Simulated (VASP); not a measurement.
# Stress, transverse strain and strain energy of zinc-blende BP under uniaxial [111] strain up to 2 %, with LDA

A BP crystal stretched by 2 % along [111] narrows across that axis by only 0.173 %, so most of the stretch goes into added volume. It also resists compression more than tension: −2 % strain takes 8.88 GPa, +2 % takes 8.15 GPa. For a strained layer or a bending part, we need to know which moduli describe this and at what strain constant moduli stop being good enough. We calculate the stress along the axis, the strain across it and the energy per atom for nine imposed strains, with the sides free of stress. Strains and energies are measured from the crystal relaxed with LDA; tension is positive.

## How the numbers were made

The start is a typed prototype cell. The crystal was relaxed with LDA. Strain is imposed along [111]; the strain across the axis is adjusted until the stress across it vanishes, and the atoms are relaxed with LDA. VASP 6.6.1, plane waves with PAW, cutoff 480 eV, no spin polarisation, no spin-orbit coupling, k mesh 11×11×11, static lattice.

Notes on method and selection:

- Runs that did not converge, have known faults or may not be shown are not listed, and runs on Ansatz's PAW sets soft_1 and soft_2 are kept to separate tables.

Columns:

- strain (%): strain along the axis (tension positive).
- gap (eV): band gap on the k mesh at LDA.
- transverse strain (%): strain across the axis.
- stress (GPa): stress along the axis, tension positive.
- strain energy (meV/atom): energy per atom above the relaxed crystal.

Input lines of one member:

```
PREC = Accurate
ENCUT = 480
EDIFF = 1E-07
NELM = 120
ISMEAR = 0
SIGMA = 0.02
LREAL = .FALSE.
ALGO = Normal
GGA = CA
NBANDS = 10
LASPH = .TRUE.
LORBIT = 11
KPAR = 3
IBRION = 1
NSW = 25
```

Command (options for logging and memory left out): `mpirun -np 3 vasp_std`

## Numbers

| member | strain (%) | gap (eV) | transverse strain (%) | stress (GPa) | strain energy (meV/atom) |
| --- | --- | --- | --- | --- | --- |
| −2 % | −2.0 | 0.963 | 0.205 | −8.88 | 6.27 |
| −1.5 % | −1.5 | 1.025 | 0.151 | −6.60 | 3.51 |
| −1 % | −1.0 | 1.082 | 0.100 | −4.36 | 1.56 |
| −0.5 % | −0.5 | 1.134 | 0.050 | −2.17 | 0.39 |
| 0 % | 0.0 | 1.176 | 0.000 | 0.00 | 0.00 |
| +0.5 % | 0.5 | 1.163 | −0.045 | 2.11 | 0.35 |
| +1 % | 1.0 | 1.145 | −0.089 | 4.17 | 1.44 |
| +1.5 % | 1.5 | 1.123 | −0.132 | 6.19 | 3.25 |
| +2 % | 2.0 | 1.098 | −0.173 | 8.15 | 5.76 |

Least-squares fits to the whole series, with x = strain (%); R² and errors in the fitted variable (y, or ln y where the fit is in ln y):

| y | members | fit | R² | rms residual | leave-one-out rms | the same for the mean of the others |
| --- | --- | --- | --- | --- | --- | --- |
| transverse strain (%) | 9 | y = 0.007444 − 0.09447 x | 1.00 | 0.0054 | 0.0077 | 0.14 |
| stress (GPa) | 9 | y = −0.1544 + 4.261 x | 1.00 | 0.13 | 0.19 | 6.2 |

## Interpretation

From −2 % to +2 % the stress rises at every step and the transverse strain falls at every step, both nearly in proportion to the imposed strain. The energy grows nearly as its square.

The simplest model assumes an energy quadratic in strain, stress-free sides and atoms that settle within each strained cell. The last point matters because the boron and phosphorus sublattices shift against each other along [111]; the shear modulus below includes that relaxation.

Let $\epsilon$ be the strain along the axis and $t$ the strain across it. In a cubic crystal, [111] strain combines a volume change, resisted by the bulk modulus $K$, with a shear resisted by $C_{44}$ alone. The energy per volume is

$$u = \tfrac{1}{2}K(\epsilon+2t)^2 + \tfrac{2}{3}C_{44}(\epsilon-t)^2 .$$

Stress-free sides require $\partial u/\partial t = 0$, which gives

$$t = -\nu\epsilon, \qquad \nu = \frac{3K-2C_{44}}{6K+2C_{44}} .$$

The stress along the axis is $\sigma = \partial u/\partial\epsilon$. With the condition on $t$ inserted, it can be written in two ways:

$$\sigma = Y\epsilon, \qquad Y = 2C_{44}(1+\nu) = 3K(1-2\nu) .$$

The work done per atom, with $v_0$ the volume per atom, is

$$U = \tfrac{1}{2}v_0Y\epsilon^2 .$$

Three parameters, $K$, $C_{44}$ and $v_0$, thus fix all three curves. The Poisson ratio $\nu$ is small when $2C_{44}$ comes close to $3K$. This is expected of a crystal held by short, directional covalent bonds, which resist changes of angle as well as of length.

## Testing the model

We fix the model on −1 % and +1 %, averaging the two so that terms of opposite sign cancel.

- $Y$: (4.17 + 4.36) / 2 = 4.265 GPa per % of strain, or 4.265 × 100 = 426.5 GPa.
- $\nu$: (0.089 + 0.100) / 2 = 0.0945.
- $C_{44}$: 426.5 / (2 × (1 + 0.0945)) = 195 GPa.
- $K$: 426.5 / (3 × (1 − 2 × 0.0945)) = 175 GPa.
- Energy: (1.44 + 1.56) / 2 = 1.50 meV/atom at 1 %.

With 1 GPa Å$^3$ = 6.242 meV, the energy gives $v_0$ = 2 × 1.50 / (426.5 × 0.01² × 6.242) = 11.3 Å$^3$ per atom. The ±2 % pair has a mean energy of (5.76 + 6.27) / 2 = 6.015 meV/atom and a mean size of stress of (8.15 + 8.88) / 2 = 8.515 GPa. It gives the same volume, 2 × 6.015 / (8.515 × 0.02 × 6.242) = 11.3, so stresses and energies agree once the two signs of strain are averaged.

Four other members test the model.

**+2 %**
- Stress: 4.265 × 2.0 = 8.53 GPa; table 8.15.
- Transverse strain: −0.0945 × 2.0 = −0.189 %; table −0.173.
- Energy: 1.50 × 2.0² = 6.00 meV/atom; table 5.76.

**−2 %**
- Stress: 4.265 × (−2.0) = −8.53 GPa; table −8.88.
- Transverse strain: −0.0945 × (−2.0) = 0.189 %; table 0.205.
- Energy: 1.50 × 2.0² = 6.00 meV/atom; table 6.27.

**+1.5 %**
- Stress: 4.265 × 1.5 = 6.40 GPa; table 6.19.
- Transverse strain: −0.0945 × 1.5 = −0.142 %; table −0.132.
- Energy: 1.50 × 1.5² = 3.38 meV/atom; table 3.25.

**−0.5 %**
- Stress: 4.265 × (−0.5) = −2.13 GPa; table −2.17.
- Transverse strain: −0.0945 × (−0.5) = 0.047 %; table 0.050.
- Energy: 1.50 × 0.5² = 0.38 meV/atom; table 0.39.

## Outliers

Largest departures from the fit to the whole series:

| member | transverse strain (%) | fit | computed − fit | in rms residuals |
| --- | --- | --- | --- | --- |
| −2 % | 0.205 | 0.196 | +0.009 | 1.6 |
| +2 % | −0.173 | −0.181 | +0.008 | 1.6 |
| 0 % | 0.000 | 0.007 | −0.007 | 1.4 |
| +0.5 % | −0.045 | −0.040 | −0.005 | 1.0 |

The linear model overestimates the stress in tension and underestimates its size in compression. The assumption that fails is constant stiffness. The mean of the stresses at ±2 % is (8.15 − 8.88) / 2 = −0.365 GPa, against (4.17 − 4.36) / 2 = −0.095 GPa at ±1 %. The ratio of 3.8 is close to the 4 expected of a term in $\epsilon^2$. Bonds that stiffen when shortened and soften when stretched would give this sign. The same curvature produces the intercept of −0.1544 GPa in the straight-line fit, which is therefore no residual stress.

The transverse strain is curved too, which is the pattern in the table above. Its size divided by the imposed strain is 0.205 / 2.0 = 0.1025 at −2 % and 0.173 / 2.0 = 0.0865 at +2 %, so the Poisson ratio is not constant either.

The energy shows a second, smaller departure. Integrating the curved stress makes −1 % costlier than +1 % by 2/3 × 11.3 × 0.095 × 0.01 × 6.242 = 0.04 meV/atom; the table gives 1.56 − 1.44 = 0.12. The energy minimum therefore lies slightly on the tension side of the cell with zero stress. A likely cause is the finite plane-wave basis: at fixed cutoff a larger cell holds more plane waves, which lowers its energy a little further than the stress implies.

## Conclusions

Constant moduli reproduce the stress within 2 % at ±0.5 % strain, within 3 % at ±1 % and within 5 % at ±2 %. The transverse strain is less well served, with an error of 8 to 9 % at ±2 %. Stress divided by strain runs from 8.88 / 0.02 = 444 GPa at −2 % to 8.15 / 0.02 = 407.5 GPa at +2 %.

Crystal direction can matter more than this spread. In zinc-blende crystals Young's modulus along [100] is commonly lower than along [111], roughly by some tens of per cent. This series yields $K$ and $C_{44}$ but not $C_{11}$ and $C_{12}$ separately, so it does not supply the [100] value. Atomic vibrations, absent from a static lattice, usually soften the moduli by roughly a few per cent, which is comparable with the error of constant moduli at ±2 %.

[Logs are printed without paths, hosts, clocks, repeated set-up lines and the standing remarks that a program may print on its own settings, such as how far it seeks lower states.]
